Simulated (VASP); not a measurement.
Here is the system:

```xyz
1
Lattice="3.1155 0.0000 0.0000 0.0000 3.1155 0.0000 0.0000 0.0000 3.1155" Properties=species:S:1:pos:R:3 pbc="T T T"
Sn     0.0000     0.0000     0.0000
```

Computed with r2SCAN meta-GGA, VASP's PBE PAW potentials (set 64) (plane waves; VASP). Numerical set-up: 400 eV cut-off, 11×11×11 Γ-centred mesh, first-order Methfessel-Paxton smearing of 0.10 eV, potentials Sn_d.

Energy and stress use the plane-wave basis of the starting cell.

The ions, cell shape and volume are relaxed. Predict the relaxed structure.

```xyz
1
Lattice="3.0606 0.0000 0.0000 0.0000 3.0606 0.0000 0.0000 0.0000 3.0606" Properties=species:S:1:pos:R:3 pbc="T T T"
Sn     0.0000     0.0000     0.0000
```
Space group Pm-3m (221), at a tolerance of 0.03 Å.

How do energy and volume change from the first to the last step?

The energy (σ→0) changes by -13.5 meV/atom and the volume by -5.2 %, in 3 ionic steps.

The structure was generated: Sn was put into the simple-cubic type (Pm-3m), which need not be its known phase. This run relaxes it. Symmetry was kept, so distortions that lower it aren't found.
